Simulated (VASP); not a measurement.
Crystal: BAs.

```
CELL_PARAMETERS angstrom
0.00000 2.40441 2.40441
2.40441 0.00000 2.40441
2.40441 2.40441 0.00000
ATOMIC_POSITIONS crystal
B 0.00000 0.00000 0.00000
As 0.25000 0.25000 0.25000
```

| Quantity | Value |
| --- | --- |
| Program | VASP 6.6.1 |
| Task | relaxation of cell and atoms |
| Functional | LDA |
| Potentials or basis | VASP PAW LDA potentials, release 64 (B, As) |
| Cutoff | 600 eV |
| k mesh | 10 × 10 × 10 |
| Occupations | gaussian, width 0.02 eV |
| Spin | no spin polarisation |

At the start: pressure -5.7 GPa; volume 13.90 Å³/atom.

Q: How do energy, volume and symmetry change on relaxing?

A: Over 3 steps the energy falls by 10.4 meV/atom and the volume is 13.33 Å³/atom (-4.1 %); space group F-43m (No. 216, to 0.05 Å).

The path:
| step | energy change (eV) | largest force (eV/Å) | pressure (GPa) | volume (Å³) |
| --- | --- | --- | --- | --- |
| 1 | 0.0000 | 0.0000 | -5.67 | 27.80 |
| 2 | -0.0094 | 0.0000 | 4.74 | 25.87 |
| 3 | -0.0209 | 0.0000 | -0.02 | 26.67 |

Final structure:
```
B As
1.0
     0.00000    2.37122    2.37122
     2.37122    0.00000    2.37122
     2.37122    2.37122    0.00000
B As
1 1
Cartesian
  0.0000 0.0000 0.0000
  1.1856 1.1856 1.1856
```
